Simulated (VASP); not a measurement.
These are PBEsol GGA, VASP's PBE PAW potentials (set 64) (plane waves; VASP) values and carry that method's errors.

VASP input:

### INCAR
```
ALGO  =  Normal
EDIFF  =  1E-6
EDIFFG  =  -0.01
ENCUT  =  400
GGA  =  PS
IBRION  =  2
ISIF  =  3
ISMEAR  =  1
LASPH  =  T
LCHARG  =  F
LMAXMIX  =  4
LREAL  =  F
LWAVE  =  F
NELM  =  100
NSW  =  60
PREC  =  Accurate
SIGMA  =  0.1
SYSTEM  =  In
```

### KPOINTS
```
K-points
0
G
  11 11 11
```

### POSCAR
```
In
1
    3.0175011160     0.0000000000    -0.0000000000
    0.0000000000     3.0175011160    -0.0000000000
    0.0000000000     0.0000000000     3.0175011160
In
1
Direct
  0.0000000000   0.0000000000   0.0000000000
```

POTCAR, in this order: In_d (PBE.64 set). Program: vasp_std.

Q: What will the output report for the number of irreducible k-points (NKPTS), number of bands (NBANDS), largest plane-wave count, number of space-group operations, FFT grid (NGX, NGY, NGZ)?

A: 
```yaml
number of irreducible k-points (NKPTS): 56
number of bands (NBANDS): 10
largest_plane_wave_count: 513
number_of_space_group_operations: 48
FFT grid (NGX, NGY, NGZ): 20 × 20 × 20
```

The structure was generated: In was put into the simple-cubic type (Pm-3m), which need not be its known phase. This run relaxes it. Symmetry was kept, so distortions that lower it aren't found. The start is the result of an earlier pass.
